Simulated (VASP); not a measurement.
# CdCuCl3: structure and properties in VASP, part 4 of 5

Wanted: the relaxed cell of CdCuCl3 and its properties. The cell is invented: it takes the structure of COD entry 1010123, CsCdCl3 (space group 221 there), with some of its atoms replaced by other elements, volume scaled by an estimate. It may not be a known or stable phase.

VASP 6.6.1, plane waves and PAW; the level of theory is named at each step.

So far, gap on the k-mesh (eV): step 2 (rough relaxation of the start cell) 1.12; step 3 (full relaxation (r2SCAN)) 1.14; step 6 (density of states (r2SCAN)) 1.13. The relaxed cell has a = 5.093 Å (conventional setting).

## Step 7: Band structure (r2SCAN + SOC)

This step: r2SCAN, spin-orbit coupling; plane waves and PAW (Cd, Cu, Cl); invented cell (VASP 6.6.1).

Levels along the symmetry lines show where the bands peak and cross; KPOINTS_OPT computes them in the converged potential. Spin-orbit coupling needs spinors and the noncollinear program, where each band holds one electron.

The input, INCAR:

```
SYSTEM = CdCuCl3
PREC = Accurate
ENCUT = 400
EDIFF = 1E-06
NELM = 100
ISMEAR = 0
SIGMA = 0.05
LREAL = .FALSE.
ALGO = Normal
METAGGA = R2SCAN
LASPH = .TRUE.
LNONCOLLINEAR = .TRUE.
MAGMOM = 0 0 0 0 0 0 0 0 0 0 0 0 0 0 0
NBANDS = 56
GGA_COMPAT = .FALSE.
LSORBIT = .TRUE.
LMAXMIX = 4
LORBIT = 11
LWAVE = .FALSE.
LCHARG = .FALSE.
KPAR = 2
```

The input, POSCAR:

```
CdCuCl3
1.0
    5.0933261940      0.0000000000      0.0000000000
    0.0000000000      5.0933261940      0.0000000000
    0.0000000000      0.0000000000      5.0933261940
Cd Cu Cl
1 1 3
Direct
    0.5000000000      0.5000000000      0.5000000000
    0.0000000000      0.0000000000      0.0000000000
    0.0000000000      0.5000000000      0.5000000000
    0.5000000000      0.0000000000      0.5000000000
    0.5000000000      0.5000000000      0.0000000000
```

The input, KPOINTS:

```
Automatic mesh
0
Gamma
4 4 4
0 0 0
```

The input, KPOINTS_OPT:

```
Line mode
16
Line-mode
Reciprocal
  0.00000000   0.00000000   0.00000000 GAMMA
  0.00000000   0.50000000   0.00000000 X

  0.00000000   0.50000000   0.00000000 X
  0.50000000   0.50000000   0.00000000 M

  0.50000000   0.50000000   0.00000000 M
  0.00000000   0.00000000   0.00000000 GAMMA

  0.00000000   0.00000000   0.00000000 GAMMA
  0.50000000   0.50000000   0.50000000 R

  0.50000000   0.50000000   0.50000000 R
  0.00000000   0.50000000   0.00000000 X

  0.50000000   0.50000000   0.00000000 M
  0.50000000   0.50000000   0.50000000 R
```

The projector-augmented-wave data sets are Cd, Cu and Cl (PBE family, release 64).

Launch:

```sh
$ mpirun -np 2 vasp_ncl
```

Log:

```text
[... set-up lines as in an earlier step ...]
 entering main loop
       N       E                     dE             d eps       ncg     rms          rms(c)
DAV:   1     0.363974783849E+03    0.36397E+03   -0.16509E+04  1120   0.130E+03
DAV:   2     0.645101482275E+00   -0.36333E+03   -0.34131E+03  1200   0.361E+02
DAV:   3    -0.592538004897E+02   -0.59899E+02   -0.57961E+02  1520   0.153E+02
DAV:   4    -0.628213160997E+02   -0.35675E+01   -0.35456E+01  1584   0.409E+01
DAV:   5    -0.629100382410E+02   -0.88722E-01   -0.88655E-01  1528   0.545E+00    0.110E+01
DAV:   6    -0.516413157382E+02    0.11269E+02   -0.98624E+00  1360   0.396E+01    0.119E+01
DAV:   7    -0.513104376938E+02    0.33088E+00   -0.16309E+00  1368   0.146E+01    0.773E+00
DAV:   8    -0.513197842526E+02   -0.93466E-02   -0.31512E-01  1312   0.548E+00    0.193E+00
DAV:   9    -0.513269958675E+02   -0.72116E-02   -0.27101E-02  1464   0.141E+00    0.546E-01
DAV:  10    -0.513274048661E+02   -0.40900E-03   -0.40332E-03  1480   0.473E-01    0.197E-01
DAV:  11    -0.513279033465E+02   -0.49848E-03   -0.24597E-03  1232   0.291E-01    0.123E-01
DAV:  12    -0.513279456938E+02   -0.42347E-04   -0.72217E-04  1376   0.271E-01    0.485E-02
DAV:  13    -0.513279991731E+02   -0.53479E-04   -0.12757E-04  1352   0.102E-01    0.119E-02
DAV:  14    -0.513279994709E+02   -0.29777E-06   -0.11513E-05  1624   0.279E-02    0.396E-03
DAV:  15    -0.513280002716E+02   -0.80076E-06   -0.44648E-07   856   0.635E-03
   1 F= -.51328000E+02 E0= -.51328000E+02  d E =-.452180E-12  mag=     0.0000     0.0000     0.0000
 Start KPOINTS_OPT (optional k-point list driver)
k-point batch [1-10\96]
       N       E                     dE             ncg
DAV:   1     0.225340753834E+04    0.11580E+04     1120
DAV:   2    -0.135842159119E+04   -0.36118E+04     1200
DAV:   3    -0.194463617781E+04   -0.58621E+03     1400
DAV:   4    -0.198032781406E+04   -0.35692E+02     1400
DAV:   5    -0.198175030411E+04   -0.14225E+01     1488
DAV:   6    -0.198180999051E+04   -0.59686E-01     1520
DAV:   7    -0.198181064348E+04   -0.65297E-03     1520
DAV:   8    -0.198181065715E+04   -0.13668E-04     1304
DAV:   9    -0.198181065732E+04   -0.17425E-06      776
[...]
k-point batch [91-96\96]
       N       E                     dE             ncg
DAV:   1     0.555117911858E+04   -0.54648E+04      672
DAV:   2     0.340371645305E+04   -0.21475E+04      736
DAV:   3     0.309036466447E+04   -0.31335E+03      864
DAV:   4     0.307164489966E+04   -0.18720E+02      808
DAV:   5     0.307074044808E+04   -0.90445E+00     1032
DAV:   6     0.307073016975E+04   -0.10278E-01      936
DAV:   7     0.307072965688E+04   -0.51287E-03     1040
DAV:   8     0.307072965194E+04   -0.49362E-05      784
DAV:   9     0.307072965186E+04   -0.83515E-07      632
```

Wall time 26 min (2 MPI ranks of AMD EPYC 7R43, shared host); peak memory 0.92 GiB; 52 min of CPU time.

Parts of OUTCAR (step 7):

```text
   k-points           NKPTS =     10   k-points in BZ     NKDIM =     10   number of bands    NBANDS=     56

   NELECT =      44.0000    total number of electrons

 E-fermi :   0.2553

 k-point     1 :       0.0000    0.0000    0.0000
  band No.  band energies     occupation
    ...
     40      -0.0989      1.00000
     41      -0.0989      1.00000
     42      -0.0989      1.00000
     43      -0.0873      1.00000
     44      -0.0873      1.00000
     45       1.0487      0.00000
     46       1.0487      0.00000
     47       2.3413      0.00000
     48       2.3413      0.00000
     49       8.1372      0.00000
    ...

  Total       -0.0238887     -0.0238887     -0.0238887      0.0000000     -0.0000000      0.0000000
  in kB       -0.2896663     -0.2896663     -0.2896663      0.0000000     -0.0000000      0.0000000
  external PRESSURE =      -0.2896663 kB  Pullay stress =       0.0000000 kB

  FREE ENERGIE OF THE ION-ELECTRON SYSTEM (eV)
  ---------------------------------------------------
  free  energy   TOTEN  =       -51.3280002716 eV

  energy  without entropy=      -51.3280002716  energy(sigma->0) =      -51.32800027

 Spin-Orbit-Coupling matrix elements
 Ion:    1  E_soc:     -0.0491831
 Ion:    2  E_soc:     -0.0063138
 Ion:    3  E_soc:     -0.0030909
 Ion:    4  E_soc:     -0.0030909
 Ion:    5  E_soc:     -0.0030909

 magnetization (x)
# of ion       s       p       d       tot
------------------------------------------
    1        0.000  -0.000  -0.000  -0.000
    2       -0.000  -0.000  -0.000  -0.000
    3        0.000   0.000   0.000   0.000
    4        0.000   0.000   0.000   0.000
    5        0.000   0.000   0.000   0.000
--------------------------------------------------
tot         -0.000  -0.000  -0.000  -0.000

 magnetization (y)
# of ion       s       p       d       tot
------------------------------------------
    1        0.000  -0.000   0.000   0.000
    2        0.000   0.000   0.000   0.000
    3        0.000   0.000   0.000   0.000
    4        0.000   0.000   0.000   0.000
    5        0.000  -0.000   0.000  -0.000
--------------------------------------------------
tot          0.000  -0.000   0.000   0.000

 magnetization (z)
# of ion       s       p       d       tot
------------------------------------------
    1       -0.000   0.000   0.000   0.000
    2       -0.000   0.000  -0.000  -0.000
    3        0.000  -0.000   0.000  -0.000
    4        0.000   0.000   0.000   0.000
    5        0.000   0.000   0.000   0.000
--------------------------------------------------
tot         -0.000   0.000  -0.000   0.000

[... 8 parts as in an earlier step ...]

[... 9 further parts left out ...]
```

Numbers from this step:

- SCF cycles: 15
- bands: 56
- irreducible k-points: 10
- free energy (TOTEN): -51.3280 eV
- Fermi energy: 0.2553 eV
- pressure: -0.02897 GPa
- least gap on mesh and path: 1.029 eV
- least direct gap on mesh and path: 1.136 eV

On-site spin-orbit energy by atom:

| atom | on-site spin-orbit energy (eV) |
| --- | --- |
| Cd1 | -0.0492 |
| Cu2 | -0.0063 |
| Cl3 | -0.0031 |
| Cl4 | -0.0031 |
| Cl5 | -0.0031 |

The electronic bands at the labelled points (eV, zero at the valence-band top; v1 is the highest filled band, c1 the lowest empty one):

| point | v4 | v3 | v2 | v1 | c1 | c2 | c3 | c4 |
| --- | --- | --- | --- | --- | --- | --- | --- | --- |
| Γ | -0.12 | -0.12 | -0.11 | -0.11 | 1.03 | 1.03 | 2.32 | 2.32 |
| 0.47 of the way | -0.09 | -0.09 | -0.06 | -0.06 | 1.56 | 1.56 | 3.32 | 3.32 |
| X | -0.05 | -0.05 | -0.01 | -0.01 | 2.30 | 2.30 | 5.05 | 5.05 |
| 0.47 of the way | -0.04 | -0.04 | -0.02 | -0.02 | 2.32 | 2.32 | 5.53 | 5.53 |
| M | -0.04 | -0.04 | 0.00 | 0.00 | 2.33 | 2.33 | 6.39 | 6.39 |
| 0.53 of the way | -0.06 | -0.06 | -0.04 | -0.04 | 1.89 | 1.89 | 4.02 | 4.02 |
| Γ | -0.12 | -0.12 | -0.11 | -0.11 | 1.03 | 1.03 | 2.32 | 2.32 |
| 0.53 of the way | -0.04 | -0.04 | -0.02 | -0.02 | 2.06 | 2.06 | 4.96 | 4.96 |
| R | -0.09 | -0.09 | -0.09 | -0.09 | 1.39 | 1.39 | 6.67 | 6.67 |
| 0.47 of the way | -0.05 | -0.05 | -0.03 | -0.03 | 2.02 | 2.02 | 5.98 | 5.98 |
| X | -0.05 | -0.05 | -0.01 | -0.01 | 2.30 | 2.30 | 5.05 | 5.05 |
| jump to M | -0.04 | -0.04 | 0.00 | 0.00 | 2.33 | 2.33 | 6.39 | 6.39 |
| 0.53 of the way | -0.06 | -0.06 | -0.05 | -0.05 | 1.77 | 1.77 | 6.75 | 6.75 |
| R | -0.09 | -0.09 | -0.09 | -0.09 | 1.39 | 1.39 | 6.67 | 6.67 |

Of the projections kept (Cd, Cu, Cl), the largest for each band there, as a share of the weight inside these atoms' spheres; weight between the spheres isn't counted:

| point | v4 | v3 | v2 | v1 | c1 | c2 | c3 | c4 |
| --- | --- | --- | --- | --- | --- | --- | --- | --- |
| Γ | Cu 1.00 | Cu 1.00 | Cu 1.00 | Cu 1.00 | Cu 0.91 | Cu 0.91 | Cd 0.85 | Cd 0.85 |
| X | Cu 0.97 | Cu 0.97 | Cu 0.96 | Cu 0.96 | Cu 0.71 | Cu 0.71 | Cd 0.58 | Cd 0.58 |
| M | Cu 0.97 | Cu 0.97 | Cu 0.95 | Cu 0.95 | Cu 0.77 | Cu 0.77 | Cu 0.69 | Cu 0.69 |
| Γ | Cu 1.00 | Cu 1.00 | Cu 1.00 | Cu 1.00 | Cu 0.91 | Cu 0.91 | Cd 0.85 | Cd 0.85 |
| R | Cu 1.00 | Cu 1.00 | Cu 1.00 | Cu 1.00 | Cu 1.00 | Cu 1.00 | Cd 0.74 | Cd 0.74 |
| X | Cu 0.97 | Cu 0.97 | Cu 0.96 | Cu 0.96 | Cu 0.71 | Cu 0.71 | Cd 0.58 | Cd 0.58 |

The gap moves by -0.10 eV against r2SCAN, which ran on another mesh.

On this path the gap is indirect, 1.03 eV, with the valence top at M and the conduction bottom at Γ. The least direct gap is 1.14 eV.

## Step 8: Optical spectrum (r2SCAN)

This step: r2SCAN; plane waves and PAW (Cd, Cu, Cl); invented cell (VASP 6.6.1).

LOPTICS sums transitions from filled to empty bands. The mesh is finer than in the run before. NBANDS is raised for it.

The input, INCAR:

```
SYSTEM = CdCuCl3
PREC = Accurate
ENCUT = 400
EDIFF = 1E-06
NELM = 100
ISMEAR = 0
SIGMA = 0.05
LREAL = .FALSE.
ALGO = Normal
METAGGA = R2SCAN
LASPH = .TRUE.
NBANDS = 62
LORBIT = 11
LWAVE = .FALSE.
LCHARG = .FALSE.
KPAR = 2
LOPTICS = .TRUE.
NEDOS = 1500
CSHIFT = 0.1
```

POSCAR is that of step 7.

The input, KPOINTS:

```
Automatic mesh
0
Gamma
8 8 8
0 0 0
```

Launch:

```sh
$ mpirun -np 2 vasp_std
```

Log:

```text
[... set-up lines as in an earlier step ...]
 entering main loop
       N       E                     dE             d eps       ncg     rms          rms(c)
DAV:   1     0.301318839123E+03    0.30132E+03   -0.14689E+04  4424   0.583E+02
DAV:   2    -0.242140800261E+02   -0.32553E+03   -0.28781E+03  4672   0.185E+02
DAV:   3    -0.618115135285E+02   -0.37597E+02   -0.35627E+02  5182   0.644E+01
DAV:   4    -0.628482350394E+02   -0.10367E+01   -0.10314E+01  5312   0.108E+01
DAV:   5    -0.628711305626E+02   -0.22896E-01   -0.22887E-01  5332   0.170E+00    0.103E+01
DAV:   6    -0.516721968998E+02    0.11199E+02   -0.52442E+00  5984   0.184E+01    0.114E+01
DAV:   7    -0.512897060948E+02    0.38249E+00   -0.96962E-01  6106   0.772E+00    0.757E+00
DAV:   8    -0.512898217047E+02   -0.11561E-03   -0.28808E-01  5418   0.291E+00    0.151E+00
DAV:   9    -0.512961270696E+02   -0.63054E-02   -0.95515E-03  5944   0.602E-01    0.433E-01
DAV:  10    -0.512971457329E+02   -0.10187E-02   -0.48673E-03  5054   0.260E-01    0.183E-01
DAV:  11    -0.512970682703E+02    0.77463E-04   -0.37718E-04  6008   0.110E-01    0.914E-02
DAV:  12    -0.512972726589E+02   -0.20439E-03   -0.12823E-04  5310   0.593E-02    0.266E-02
DAV:  13    -0.512972627151E+02    0.99438E-05   -0.26444E-05  6152   0.359E-02    0.520E-03
DAV:  14    -0.512972627273E+02   -0.12200E-07   -0.17859E-06  5328   0.102E-02
   1 F= -.51297263E+02 E0= -.51297263E+02  d E =-.222503E-10
 optical routines
 imaginary and real dielectric function
 direction            1
 direction            2
 direction            3
```

It took 8.6 min on 2 MPI ranks; peak memory 0.78 GiB; 17 min of CPU time.

OUTCAR, selected parts (step 8):

```text
   k-points           NKPTS =     35   k-points in BZ     NKDIM =     35   number of bands    NBANDS=     62

   NELECT =      44.0000    total number of electrons

 E-fermi :   0.1392

 k-point     1 :       0.0000    0.0000    0.0000
  band No.  band energies     occupation
    ...
     18      -0.2136      2.00000
     19      -0.2136      2.00000
     20      -0.1945      2.00000
     21      -0.1945      2.00000
     22      -0.1945      2.00000
     23       1.0495      0.00000
     24       2.3415      0.00000
     25       8.2181      0.00000
     26       8.2181      0.00000
     27       8.2181      0.00000
    ...

  Total       -0.0445442     -0.0445442     -0.0445442      0.0000000      0.0000000     -0.0000000
  in kB       -0.5401282     -0.5401282     -0.5401282      0.0000000      0.0000000     -0.0000000
  external PRESSURE =      -0.5401282 kB  Pullay stress =       0.0000000 kB

  FREE ENERGIE OF THE ION-ELECTRON SYSTEM (eV)
  ---------------------------------------------------
  free  energy   TOTEN  =       -51.2972627273 eV

  energy  without entropy=      -51.2972627273  energy(sigma->0) =      -51.29726273

 plasma frequency squared (from intraband transitions) (eV^2)
  --------------------------------------------------------------------------------------
       0.000       0.000      -0.000
       0.000       0.000       0.000
      -0.000       0.000       0.000

[... 9 parts as in an earlier step ...]

[... 8 further parts left out ...]
```

These are independent-particle spectra without excitons or local fields. Their onset and peaks carry the functional's gap error, and fine structure and low peaks depend on the mesh and on CSHIFT.

Numbers from this step:

```
SCF cycles                     : 14
bands                          : 62
irreducible k-points           : 35
free energy (TOTEN)            : -51.2973 eV
Fermi energy                   : 0.1392 eV
pressure                       : -0.05401 GPa
least direct gap on the k-mesh : 1.244 eV
```

The imaginary dielectric function, xx has structure finer than the step of the table below, so its rows give means over 1 eV, whole bins alone (the curve runs from 0 to 25.0 eV). Peaks (eV: height): 4.4: 3.73, 6.6: 4.06, 8.4: 3.35, 11.2: 2.97.

Imaginary dielectric function, xx against photon energy; means over each step:

photon energy (eV), imaginary dielectric function, xx and a bar:
```
        1       0.04 
        2       0.41 ###
        3       1.00 ########
        4       1.91 ###############
        5       1.42 ###########
        6       2.27 ##################
        7       3.81 ##############################
        8       3.04 ########################
        9       2.45 ###################
       10       1.86 ###############
       11       2.59 ####################
       12       2.53 ####################
       13       2.05 ################
       14       1.79 ##############
       15       1.77 ##############
       16       1.41 ###########
       17       1.23 ##########
       18       0.81 ######
       19       0.60 #####
       20       0.67 #####
       21       0.64 #####
       22       0.45 ###
       23       0.37 ###
       24       0.33 ##
```

Real dielectric function, xx against photon energy:

| photon energy (eV) | real dielectric function, xx |
| --- | --- |
| 0 | 3.75 |
| 1 | 3.86 |
| 2 | 4.27 |
| 3 | 4.31 |
| 4 | 5.01 |
| 5 | 3.30 |
| 6 | 5.04 |
| 7 | 2.67 |
| 8 | 1.77 |
| 9 | 0.928 |
| 10 | 1.68 |
| 11 | 1.73 |
| 12 | 0.840 |
| 13 | 0.247 |
| 14 | 0.426 |
| 15 | 0.172 |
| 16 | -0.0418 |
| 17 | -0.0548 |
| 18 | -0.0773 |
| 19 | 0.175 |
| 20 | 0.288 |
| 21 | 0.213 |
| 22 | 0.206 |
| 23 | 0.256 |
| 24 | 0.364 |

The mean of ε2 over directions passes 5 % of its top at 1.80 eV, against a least direct gap of 1.24 eV on this mesh, so the first direct transitions are weak, forbidden or few.

## Step 9: Independent-particle dielectric function (r2SCAN)

LOPTICS sums transitions from filled to empty bands.

INCAR is that of step 8.

POSCAR is that of step 8.

The input, KPOINTS:

```
Automatic mesh
0
Gamma
7 7 7
0 0 0
```

Launch:

```sh
$ mpirun -np 2 vasp_std
```

Log:

```text
[... set-up lines as in an earlier step ...]
 entering main loop
       N       E                     dE             d eps       ncg     rms          rms(c)
DAV:   1     0.299131981540E+03    0.29913E+03   -0.14650E+04  2520   0.582E+02
DAV:   2    -0.245876490456E+02   -0.32372E+03   -0.28609E+03  2662   0.184E+02
DAV:   3    -0.618091718883E+02   -0.37222E+02   -0.35247E+02  2952   0.644E+01
DAV:   4    -0.628477452275E+02   -0.10386E+01   -0.10315E+01  3008   0.108E+01
DAV:   5    -0.628706066515E+02   -0.22861E-01   -0.22853E-01  3058   0.170E+00    0.102E+01
DAV:   6    -0.516536644251E+02    0.11217E+02   -0.51474E+00  3432   0.182E+01    0.114E+01
DAV:   7    -0.512921405365E+02    0.36152E+00   -0.93900E-01  3506   0.733E+00    0.754E+00
DAV:   8    -0.512895412809E+02    0.25993E-02   -0.26215E-01  2968   0.278E+00    0.152E+00
DAV:   9    -0.512961102552E+02   -0.65690E-02   -0.94441E-03  3392   0.502E-01    0.439E-01
DAV:  10    -0.512971224303E+02   -0.10122E-02   -0.46521E-03  2834   0.259E-01    0.186E-01
DAV:  11    -0.512970873369E+02    0.35093E-04   -0.25845E-04  3330   0.778E-02    0.937E-02
DAV:  12    -0.512972920681E+02   -0.20473E-03   -0.14798E-04  2940   0.553E-02    0.264E-02
DAV:  13    -0.512972851016E+02    0.69664E-05   -0.10693E-05  3338   0.193E-02    0.513E-03
DAV:  14    -0.512972859280E+02   -0.82639E-06   -0.90918E-07  2974   0.802E-03
   1 F= -.51297286E+02 E0= -.51297286E+02  d E =-.435460E-12
 optical routines
 imaginary and real dielectric function
 direction            1
 direction            2
 direction            3
```

Wall time 6.3 min (2 MPI ranks); peak memory 0.56 GiB; 12 min of CPU time.

From OUTCAR (step 9):

```text
   k-points           NKPTS =     20   k-points in BZ     NKDIM =     20   number of bands    NBANDS=     62

   NELECT =      44.0000    total number of electrons

 E-fermi :   0.1589

 k-point     1 :       0.0000    0.0000    0.0000
  band No.  band energies     occupation
    ...
     18      -0.2140      2.00000
     19      -0.2140      2.00000
     20      -0.1949      2.00000
     21      -0.1949      2.00000
     22      -0.1949      2.00000
     23       1.0494      0.00000
     24       2.3415      0.00000
     25       8.2180      0.00000
     26       8.2180      0.00000
     27       8.2180      0.00000
    ...

  Total       -0.0251747     -0.0251747     -0.0251747     -0.0000000     -0.0000000      0.0000000
  in kB       -0.3052598     -0.3052598     -0.3052598     -0.0000000     -0.0000000      0.0000000
  external PRESSURE =      -0.3052598 kB  Pullay stress =       0.0000000 kB

  FREE ENERGIE OF THE ION-ELECTRON SYSTEM (eV)
  ---------------------------------------------------
  free  energy   TOTEN  =       -51.2972859280 eV

  energy  without entropy=      -51.2972859280  energy(sigma->0) =      -51.29728593

 plasma frequency squared (from intraband transitions) (eV^2)
  --------------------------------------------------------------------------------------
       0.000       0.000      -0.000
       0.000       0.000       0.000
       0.000       0.000       0.000

[... 8 parts as in an earlier step ...]

[... 9 further parts left out ...]
```

Numbers from this step:

```yaml
irreducible_k_points: 20
fermi_energy: 0.1589 eV
pressure: -0.03053 GPa
valence_top_at_k: 0.4286, 0.4286, 0
gap_on_the_k_mesh: 1.133 eV
```

The imaginary dielectric function, xx has structure finer than the step of the table below, so its rows give means over 1 eV, whole bins alone (the curve runs from 0 to 25.0 eV). Peaks (eV: height): 4.4: 3.87, 6.5: 4.19, 6.8: 4.35, 8.3: 3.33, 8.7: 3.17, 10.6: 2.78, 11.2: 3.15.

The imaginary dielectric function, xx by photon energy; means over each step:

| photon energy (eV) | imaginary dielectric function, xx |
| --- | --- |
| 1 | 0.0375 |
| 2 | 0.406 |
| 3 | 1.01 |
| 4 | 1.92 |
| 5 | 1.42 |
| 6 | 2.23 |
| 7 | 3.82 |
| 8 | 2.98 |
| 9 | 2.60 |
| 10 | 1.79 |
| 11 | 2.60 |
| 12 | 2.54 |
| 13 | 2.02 |
| 14 | 1.77 |
| 15 | 1.78 |
| 16 | 1.41 |
| 17 | 1.23 |
| 18 | 0.832 |
| 19 | 0.617 |
| 20 | 0.661 |
| 21 | 0.641 |
| 22 | 0.449 |
| 23 | 0.364 |
| 24 | 0.320 |

Real dielectric function, xx against photon energy:

| photon energy (eV) | real dielectric function, xx |
| --- | --- |
| 0 | 3.75 |
| 1 | 3.86 |
| 2 | 4.30 |
| 3 | 4.16 |
| 4 | 5.08 |
| 5 | 3.37 |
| 6 | 4.69 |
| 7 | 2.46 |
| 8 | 2.09 |
| 9 | 0.607 |
| 10 | 1.90 |
| 11 | 2.05 |
| 12 | 0.770 |
| 13 | 0.369 |
| 14 | 0.402 |
| 15 | 0.202 |
| 16 | -0.160 |
| 17 | -0.222 |
| 18 | -0.120 |
| 19 | 0.178 |
| 20 | 0.328 |
| 21 | 0.210 |
| 22 | 0.216 |
| 23 | 0.273 |
| 24 | 0.363 |

The mean of ε2 over directions passes 5 % of its top at 1.87 eV, against a least direct gap of 1.24 eV on this mesh, so the first direct transitions are weak, forbidden or few.

(Part 4 of 5 ends here.)

[Lines on the potential files, build, host, timing and source positions are cut from VASP's logs without a mark.]

[Logs are printed without paths, hosts, clocks, repeated set-up lines and the standing remarks that a program may print on its own settings, such as how far it seeks lower states.]

[Hosts, paths, dates, database ids (printed as entryN), source tags and the programs' standing remarks are cut or masked in the printed files.]

[A measured line is paired with the nearest computed mode of its activity, which favours agreement.]

[In band tables of VASP the shares of atoms and orbitals are scaled to a sum of 1 inside the atoms' spheres.]
